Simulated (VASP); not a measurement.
Here is the system:

```yaml
crystal:
  lattice:
    - [2.93632, 0.00000, 0.00000]
    - [0.00000, 2.93632, 0.00000]
    - [0.00000, 0.00000, 2.93632]
  atoms:
    - { symbol: Ti, position: [0.00000, 0.00000, 0.00000] }
    - { symbol: Co, position: [0.50000, 0.50000, 0.50000] }
```

Calculation: vdW-DF-cx, VASP's PBE PAW potentials (set 64) (plane waves; VASP). Numerical set-up: 520 eV cut-off, Gaussian smearing of 0.050 eV, potentials Ti_sv Co.

### Question
Predict the band gap (along the path) with the smallest direct gap where there is one.

### Answer

```yaml
band gap (along the path): none (metal, semimetal or under 0.01 eV)
```

Total energies compare only between runs with the same potentials, cut-off and functional.

The compound is TiCo in the CsCl type structure. It was relaxed first, which changed the volume by -5 %. The run is not spin-polarised, so no magnetic state was tried. The electron count is odd and the run is not spin-polarised, which forces a metal.
